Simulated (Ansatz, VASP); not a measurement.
# Mo (free-standing square Mo monolayer, spacing 2.904 A): VASP beside Ansatz, part 2 of 2

Aim: how closely do two programs agree when they are given the same cell, functional and k mesh? The cell is taken from a series of runs on this material, whose earlier steps may have relaxed, scaled, displaced or heated it; both programs get it as it stands.

VASP 6.6.1 and Ansatz 0.2.0.

So far: The structure; Ansatz: single point, PBE, pair 1; VASP: single point, PBE, pair 1.

## 3. VASP: single point, PBE, pair 1 (continued)

Level of this step: PBE, spin-polarised from a ferromagnetic start; plane waves and PAW (Mo_sv) (VASP).

Numbers of over 12 decimals in the logs are rounded to 6 here.

From OUTCAR (step 3):

```text
ion  position               nearest neighbor table
   1  0.000  0.000  0.500-

  LATTYP: Found a simple tetragonal cell.
 ALAT       =     2.9040000000
 C/A-ratio  =     4.8209366391

 Subroutine GETGRP returns: Found 16 space group operations
 (whereof 16 operations were pure point group operations)

The static configuration has the point symmetry D_4h.

 Found     21 irreducible k-points:

   k-points           NKPTS =     21   k-points in BZ     NKDIM =     21   number of bands    NBANDS=     14

   dimension x,y,z NGX =    20 NGY =   20 NGZ =   96
   dimension x,y,z NGXF=    40 NGYF=   40 NGZF=  192

   ENCUT  =  400.0 eV  29.40 Ry    5.42 a.u.   4.74  4.74 22.83*2*pi/ulx,y,z

   NELECT =      14.0000    total number of electrons

 k-points in reciprocal lattice and weights: Automatic mesh
   0.00000000  0.00000000  0.00000000       0.010
   0.10000000  0.00000000  0.00000000       0.040
   0.20000000  0.00000000  0.00000000       0.040
   0.30000000  0.00000000  0.00000000       0.040
   0.40000000  0.00000000  0.00000000       0.040
   0.50000000  0.00000000  0.00000000       0.020
   0.10000000  0.10000000  0.00000000       0.040
   0.20000000  0.10000000  0.00000000       0.080
   0.30000000  0.10000000  0.00000000       0.080
[...]
0.50000000  0.40000000  0.00000000       0.040
   0.50000000  0.50000000  0.00000000       0.010

 average (electrostatic) potential at core
       1 -83.8800

 E-fermi :  -2.3061

 spin component 1
 k-point     1 :       0.0000    0.0000    0.0000
  band No.  band energies     occupation
    ...
      3     -37.0863      1.00000
      4     -37.0863      1.00000
      5      -6.1468      1.00000
      6      -4.6561      1.00000
      7      -3.6970      1.00000
      8      -1.4086      0.00000
      9      -1.0422      0.00000
     10      -1.0422      0.00000
     11       0.1648      0.00000
     12       1.9514      0.00000
    ...

 k-point     2 :       0.1000    0.0000    0.0000
  band No.  band energies     occupation
    ...
      3     -37.1372      1.00000
      4     -37.0821      1.00000
      5      -5.9053      1.00000
      6      -4.4822      1.00000
      7      -3.6112      1.00000
      8      -2.0050      0.00242
      9      -1.0164      0.00000
     10      -0.4949      0.00000
     11      -0.0412      0.00000
     12       2.1200      0.00000
    ...

 k-point     3 :       0.2000    0.0000    0.0000
  band No.  band energies     occupation
    ...
      4     -37.0708      1.00000
      5      -5.3442      1.00000
      6      -3.8910      1.00000
      7      -3.3532      1.00000
      8      -2.7696      0.99991
      9      -0.9477      0.00000
     10      -0.5352      0.00000
     11       0.2490      0.00000
     12       2.6249      0.00000
     13       3.7512      0.00000
    ...

 k-point     4 :       0.3000    0.0000    0.0000
  band No.  band energies     occupation
    ...
      4     -37.0570      1.00000
      5      -4.8145      1.00000
      6      -3.4381      1.00000
      7      -3.1085      1.00000
      8      -2.6446      0.99885
      9      -1.0754      0.00000
     10      -0.8610      0.00000
     11       1.1452      0.00000
     12       3.4635      0.00000
     13       4.6616      0.00000
    ...

 k-point     5 :       0.4000    0.0000    0.0000
  band No.  band energies     occupation
    ...
      3     -37.5551      1.00000
      4     -37.0458      1.00000
      5      -4.4710      1.00000
      6      -3.8877      1.00000
      7      -2.7209      0.99975
      8      -1.4697      0.00000
      9      -1.3254      0.00000
     10      -0.7893      0.00000
     11       2.1537      0.00000
     12       4.3350      0.00000
    ...

 k-point     6 :       0.5000    0.0000    0.0000
  band No.  band energies     occupation
    ...
      3     -37.6032      1.00000
      4     -37.0414      1.00000
      5      -4.3503      1.00000
      6      -4.0454      1.00000
      7      -2.5615      0.99400
      8      -1.6120      0.00000
      9      -0.7615      0.00000
     10      -0.6004      0.00000
     11       2.7689      0.00000
     12       3.5885      0.00000
    ...

  Total       -5.9731814     -5.9731814     -0.1003916      0.0000000      0.0000000      0.0000000
  in kB      -81.0578395    -81.0578395     -1.3623432      0.0000000      0.0000000      0.0000000
  external PRESSURE =     -54.4926741 kB  Pullay stress =       0.0000000 kB

  energy-cutoff  :      400.00
  volume of cell :      118.07
      direct lattice vectors                 reciprocal lattice vectors
     2.904000000  0.000000000  0.000000000     0.344352617  0.000000000  0.000000000
     0.000000000  2.904000000  0.000000000     0.000000000  0.344352617  0.000000000
     0.000000000  0.000000000 14.000000000     0.000000000  0.000000000  0.071428571

 POSITION                                       TOTAL-FORCE (eV/Angst)
 -----------------------------------------------------------------------------------
      0.00000      0.00000      7.00000         0.000000      0.000000      0.000000
 -----------------------------------------------------------------------------------
    total drift:                               -0.000000     -0.000000      0.000000

  FREE ENERGIE OF THE ION-ELECTRON SYSTEM (eV)
  ---------------------------------------------------
  free  energy   TOTEN  =        -6.9728250590 eV

  energy  without entropy=       -6.9514277612  energy(sigma->0) =       -6.96212641

 total charge
# of ion       s       p       d       tot
------------------------------------------
    1        2.313   6.022   3.744  12.079

 magnetization (x)
# of ion       s       p       d       tot
------------------------------------------
    1        0.034   0.010   0.875   0.920

[... 6 further parts left out ...]
```

## 4. Comparison

Known differences besides the potentials themselves: VASP starts from the moments at which Ansatz ended; the cutoff is 420 eV in Ansatz and 400 eV in VASP; site moments are counted in spheres of each program's own size. Total energies have different zeros and are not compared.

Compared:

```tsv
quantity	Ansatz	VASP	difference
total moment (μB)	1.23	1.23	0.00
moment on Mo1 (μB)	0.87	0.92	-0.05
```

With vacuum in the cell, a pressure given here is an average over mostly empty space and none of the material.

## 5. Ansatz: single point, PBE, pair 2

A single point gives forces, pressure and levels at one fixed geometry, so differences don't come from the geometry; what else differs is listed under the comparison.

The cell is taken from a series of runs on this material, whose earlier steps may have relaxed, scaled, displaced or heated it; both programs get it as it stands.

File input.yaml:

```yaml
crystal:
  lattice:
    - [2.904, 0.0, 0.0]
    - [0.0, 2.904, 0.0]
    - [0.0, 0.0, 14.0]
  atoms:
    - { symbol: Mo, position: [0.0, 0.0, 0.5], spin: 0.87 }
magnetization:
  spin_polarized: true
kpoints:
  mp_grid: { grid: [19, 19, 1] }
hamiltonian:
  xc: pbe
  pseudopotentials: { kind: paw, azcp: { folder: soft_1 } }
scf:
  occupations: { method: fermi_dirac, width: 0.05 }
  max_iter: 120
  convergence: { dr2_threshold: 1.0e-08 }
  lower_state_search: "off"
basis:
  ecutwfc: 420.0
checkpoint:
  read: start
  write: ck
  compress: false
  write_wavefunctions: false
  write_every: 100000
```

Started as:

```console
$ ansatz run input.yaml --threads 4 --pin off --max-ram 8192MiB --backend cpu --events-out ev --progress --plain --runs-dir out
```

Output:

```text
[...]
SCF converged after 8 iterations
Magnetization: 1.3117 μB (7.6558 up, 6.3442 down)
Absolute magnetization: 1.3118 μB (∫|ρ↑−ρ↓|, with the PAW one-centre terms)
[...]
Per-site moments (μB) at R_I (Å): [(0.932619, 1.1979)]
Free energy (F): -4952.072131 eV
[...]
Internal energy: -4952.051133 eV  (E = F + TS)
E sigma→0 (E₀):  -4952.061632 eV
Entropy (-TS):   -0.020997 eV (-20.997 meV/atom)
Fermi energy:    -1.190935 eV
[...]
```

## 6. VASP: single point, PBE, pair 2

The same cell, functional, mesh and smearing now go to VASP, with its own data sets.

File INCAR:

```
SYSTEM = Mo
PREC = Accurate
ENCUT = 400
EDIFF = 1E-06
NELM = 200
ISMEAR = -1
SIGMA = 0.05
LREAL = .FALSE.
ALGO = Normal
GGA = PE
NBANDS = 14
ISPIN = 2
MAGMOM = 0.93
LASPH = .TRUE.
LMAXMIX = 4
LORBIT = 11
LWAVE = .FALSE.
LCHARG = .FALSE.
ISIF = 2
GGA_COMPAT = .FALSE.
```

File POSCAR:

```
Mo
1.0
    2.9040000000      0.0000000000      0.0000000000
    0.0000000000      2.9040000000      0.0000000000
    0.0000000000      0.0000000000     14.0000000000
Mo
1
Direct
    0.0000000000      0.0000000000      0.5000000000
```

File KPOINTS:

```
Automatic mesh
0
Gamma
19 19 1
0 0 0
```

The projector-augmented-wave data sets are Mo_sv (PBE family, release 64).

Started as:

```console
$ mpirun -np 1 vasp_std
```

Output:

```text
[... set-up lines as in an earlier step ...]
 entering main loop
       N       E                     dE             d eps       ncg     rms          rms(c)
DAV:   1     0.396432810568E+02    0.39643E+02   -0.75456E+03  4464   0.601E+02
DAV:   2    -0.593588317392E+01   -0.45579E+02   -0.42855E+02  4030   0.160E+02
DAV:   3    -0.737152154207E+01   -0.14356E+01   -0.13412E+01  3556   0.215E+01
DAV:   4    -0.738827392914E+01   -0.16752E-01   -0.16712E-01  3432   0.233E+00
[...]
DAV:  24    -0.697054109363E+01   -0.44626E-05   -0.77245E-07  3040   0.505E-03    0.603E-04
DAV:  25    -0.697054245281E+01   -0.13592E-05   -0.24223E-07  2814   0.295E-03    0.810E-04
DAV:  26    -0.697054291798E+01   -0.46517E-06   -0.73083E-08  2392   0.154E-03
   1 F= -.69705429E+01 E0= -.69600392E+01  d E =-.210074E-01  mag=     1.3151
```

From OUTCAR (step 6):

```text
  Total       -6.0267328     -6.0267328     -0.1001173      0.0000000      0.0000000      0.0000000
  in kB      -81.7845483    -81.7845483     -1.3586218      0.0000000      0.0000000      0.0000000
  external PRESSURE =     -54.9759061 kB  Pullay stress =       0.0000000 kB

  FREE ENERGIE OF THE ION-ELECTRON SYSTEM (eV)
  ---------------------------------------------------
  free  energy   TOTEN  =        -6.9705429180 eV

  energy  without entropy=       -6.9495354902  energy(sigma->0) =       -6.96003920

 magnetization (x)
# of ion       s       p       d       tot
------------------------------------------
    1        0.037   0.014   0.932   0.983

[... 2 parts as in an earlier step ...]

[... 2 further parts left out ...]
[key lines of the parts left out:]
E-fermi :  -2.3181
```

## 7. Side by side

Compared:

```tsv
quantity	Ansatz	VASP	difference
total moment (μB)	1.31	1.32	0.00
moment on Mo1 (μB)	0.93	0.98	-0.05
```

With vacuum in the cell, a pressure given here is an average over mostly empty space and none of the material.

## 8. Summary of results

| Item | Value |
| --- | --- |
| difference in total moment (single point, PBE, pair 1) | -0.0044 μB |
| difference in total moment (single point, PBE, pair 2) | -0.0034 μB |

What this shows: The difference in total moment is -0.0044 μB (single point, PBE, pair 1). How closely two codes agree says nothing of how well the functional describes the real material.

[Lines on the potential files, build, host, timing and source positions are cut from VASP's logs without a mark.]

[Logs are printed without paths, hosts, clocks, repeated set-up lines and the standing remarks that a program may print on its own settings, such as how far it seeks lower states.]

[Hosts, paths, dates, database ids (printed as entryN), source tags and the programs' standing remarks are cut or masked in the printed files.]
